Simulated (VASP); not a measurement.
Energy against volume of Fe (bcc). All values below come from PW91 GGA, VASP's PBE PAW potentials (set 64) (plane waves; VASP). Settings: 520 eV cut-off, 18×18×18 Γ-centred mesh, first-order Methfessel-Paxton smearing of 0.10 eV, potentials Fe.

| V (Å³/atom) | E (eV/atom) |
|---|---|
| 10.970 | -8.14944 |
| 11.309 | -8.15635 |
| 11.648 | -8.15050 |
| 11.988 | -8.13310 |

Problem. Fit these four points and predict the energy of the run at 10.631 Å³/atom.

Solution. A cubic in V^(−2/3), the third-order Birch-Murnaghan form, passes through the four points with V0 = 11.32 Å³/atom and B0 = 201 GPa, and gives -8.1283 eV/atom there. The run gave -8.1276 eV/atom, +0.7 meV/atom from the fit; all five points give B0 = 203 GPa.

The compound is Fe in the bcc structure. It was relaxed first.
